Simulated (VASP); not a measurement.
Data:

```yaml
crystal:
  lattice:
    - [3.92518, 0.00000, 0.00000]
    - [0.00000, 3.92518, 0.00000]
    - [0.00000, 0.00000, 3.92518]
  atoms:
    - { symbol: Ti, position: [0.00000, 0.00000, 0.00000] }
    - { symbol: Pt, position: [0.00000, 0.50000, 0.50000] }
    - { symbol: Pt, position: [0.50000, 0.00000, 0.50000] }
    - { symbol: Pt, position: [0.50000, 0.50000, 0.00000] }
```

Method: r2SCAN meta-GGA, VASP's PBE PAW potentials (set 64) (plane waves; VASP). Run with 520 eV cut-off, 7×7×7 Γ-centred mesh, first-order Methfessel-Paxton smearing of 0.10 eV, potentials Ti_sv Pt.

Unless said otherwise, spin-orbit coupling is left out, though it shifts the bands of the heavy elements here.

### Question
What does the run give for the energy per atom (σ→0), band gap (on the k-mesh) with the smallest direct gap where there is one?

### Answer

| Quantity | Result |
|---|---|
| band gap (on the k-mesh) | none (metal, semimetal or under 0.01 eV) |
| energy per atom (σ→0) | -42.784 eV/atom |

The absolute energy has meaning only against runs of the same code, potentials and settings.

The compound is Pt3Ti in the L1_2 structure. It was relaxed first. The start is the result of an earlier pass.
